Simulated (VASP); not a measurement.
The system is Cu.

```
Cu
1.0
     0.00000    1.81500    1.81500
     1.81500    0.00000    1.81500
     1.81500    1.81500    0.00000
Cu
1
Direct
  0.00000 0.00000 0.00000
```

The cell was built by a generator and needn't be a form met in nature.

| Quantity | Value |
| --- | --- |
| Program | VASP 6.6.1 |
| Task | relaxation of cell and atoms |
| Functional | LDA |
| Potentials or basis | VASP PAW LDA potentials, release 64 (Cu) |
| Cutoff | 600 eV |
| k mesh | 24 × 24 × 24 |
| Occupations | methfessel-paxton, width 0.2 eV |
| Spin | no spin polarisation |

At the start: pressure -13.1 GPa; volume 11.96 Å³/atom.

Question: Where does the relaxation end?

Answer: Over 3 steps the energy falls by 45.7 meV/atom and the volume is 10.94 Å³/atom (-8.5 %); space group Fm-3m (No. 225, to 0.05 Å).

The path:
```
step  energy change (eV)  largest force (eV/Å)  pressure (GPa)  volume (Å³)
   1              0.0000                0.0000          -13.14        11.96
   2             -0.0246                0.0000           11.96        10.34
   3             -0.0457                0.0000           -0.07        10.94
```

Final structure:
```cif
data_structure
_symmetry_space_group_name_H-M 'P 1'
_symmetry_Int_Tables_number 1
_cell_length_a 2.4921
_cell_length_b 2.4921
_cell_length_c 2.4921
_cell_angle_alpha 60.000
_cell_angle_beta 60.000
_cell_angle_gamma 60.000
_cell_volume 10.94
loop_
_atom_site_label
_atom_site_type_symbol
_atom_site_fract_x
_atom_site_fract_y
_atom_site_fract_z
_atom_site_occupancy
Cu1 Cu 0.00000 0.00000 0.00000 1
```
